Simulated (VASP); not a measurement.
```yaml
crystal:
  lattice:
    - [0.00000, 2.80323, 2.80323]
    - [2.80323, 0.00000, 2.80323]
    - [2.80323, 2.80323, 0.00000]
  atoms:
    - { symbol: Ag, position: [0.00000, 0.00000, 0.00000] }
    - { symbol: Cl, position: [0.50000, 0.50000, 0.50000] }
```

Method: PBE GGA, VASP's PBE PAW potentials (set 64) (plane waves; VASP). Settings: 520 eV cut-off, Gaussian smearing of 0.050 eV, potentials Ag Cl.

Task: Estimate the band gap (along the path) with the smallest direct gap where there is one.

Result: 
| Property | Result |
|---|---|
| band gap (along the path) | 0.92 eV |
| smallest direct gap (along the path) | 2.89 eV |

The absolute energy has meaning only against runs of the same code, potentials and settings.

The compound is AgCl in the rock salt structure. It was relaxed first.
